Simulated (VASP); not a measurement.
Consider the following.

```
CaS
1.0
    0.00000     2.83735     2.83735
    2.83735     0.00000     2.83735
    2.83735     2.83735     0.00000
Ca S
1 1
Direct
  0.00000   0.00000   0.00000
  0.50000   0.50000   0.50000
```

These are PBE GGA with D3 dispersion (zero damping), VASP's PBE PAW potentials (set 64) (plane waves; VASP) values and carry that method's errors. Numerical set-up: 520 eV cut-off, Gaussian smearing of 0.050 eV, potentials Ca_sv S.

Task: Estimate the band gap (along the path) with the smallest direct gap where there is one.

Result: 
```json
{
 "band gap (along the path)": "2.33 eV",
 "smallest direct gap (along the path)": "3.15 eV"
}
```

The absolute energy has meaning only against runs of the same code, potentials and settings.

The compound is CaS in the rock salt structure. It was relaxed first.
